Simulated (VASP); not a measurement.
SiSn2:

```xyz
6
Lattice="3.2627 0.0000 0.0000 -1.6314 2.8256 0.0000 0.0000 0.0000 15.4762" Properties=species:S:1:pos:R:3 pbc="T T T"
Si    0.0000    1.8837   11.6072
Si    1.6314    0.9419    3.8691
Sn    0.0000    1.8837    1.2897
Sn    0.0000    1.8837    6.4484
Sn    1.6314    0.9419    9.0278
Sn    1.6314    0.9419   14.1866
```

The cell was built by a generator and needn't be a form met in nature.

* Program: VASP 6.6.1
* Task: relaxation of cell and atoms
* Functional: PBE
* Potentials or basis: VASP PAW PBE potentials, release 64 (Si, Sn_d)
* Cutoff: 600 eV
* k mesh: 6 × 6 × 1
* Occupations: gaussian, width 0.1 eV
* Spin: no spin polarisation

At the start: pressure 1.3 GPa; volume 23.78 Å³/atom.

**Question.** How do energy, volume and symmetry change on relaxing?

**Answer.** Over 15 steps the energy falls by 138.5 meV/atom and the volume is 23.69 Å³/atom (-0.4 %); space group P6_3/mmc (No. 194, to 0.05 Å).

Step by step:
| step | energy change (eV) | largest force (eV/Å) | pressure (GPa) | volume (Å³) |
| --- | --- | --- | --- | --- |
| 1 | 0.0000 | 0.9777 | 1.35 | 142.68 |
| 2 | -0.2016 | 0.8955 | -0.56 | 146.82 |
| 3 | -0.3888 | 0.4659 | -3.73 | 154.22 |
| 4 | -0.5095 | 0.2674 | -3.20 | 151.91 |
| 5 | -0.6148 | 0.0875 | -2.64 | 149.10 |
| 6 | -0.7370 | 0.4674 | 0.03 | 143.44 |
| 7 | -0.7325 | 0.2034 | -0.91 | 144.98 |
| 8 | -0.7410 | 0.3481 | -0.54 | 144.14 |
| 9 | -0.7785 | 0.4143 | 0.27 | 142.83 |
| 10 | -0.7827 | 0.4205 | 0.51 | 142.31 |
| 11 | -0.8035 | 0.3227 | 0.27 | 143.00 |
| 12 | -0.8200 | 0.0428 | -0.80 | 144.77 |
| 13 | -0.8209 | 0.0939 | -0.71 | 144.47 |
| 14 | -0.8298 | 0.0133 | -0.34 | 142.93 |
| 15 | -0.8308 | 0.0055 | -0.02 | 142.16 |

Final structure:
```xyz
6
Lattice="3.4331 0.0000 0.0000 -1.7166 2.9732 0.0000 0.0000 0.0000 13.9271" Properties=species:S:1:pos:R:3 pbc="T T T"
Si    0.0000    1.9821   10.4453
Si    1.7166    0.9911    3.4818
Sn    0.0000    1.9821    1.3402
Sn    0.0000    1.9821    5.6233
Sn    1.7166    0.9911    8.3037
Sn    1.7166    0.9911   12.5869
```

Caveat: the k mesh is coarse (spacing up to 0.41 Å⁻¹), so the values aren't converged.
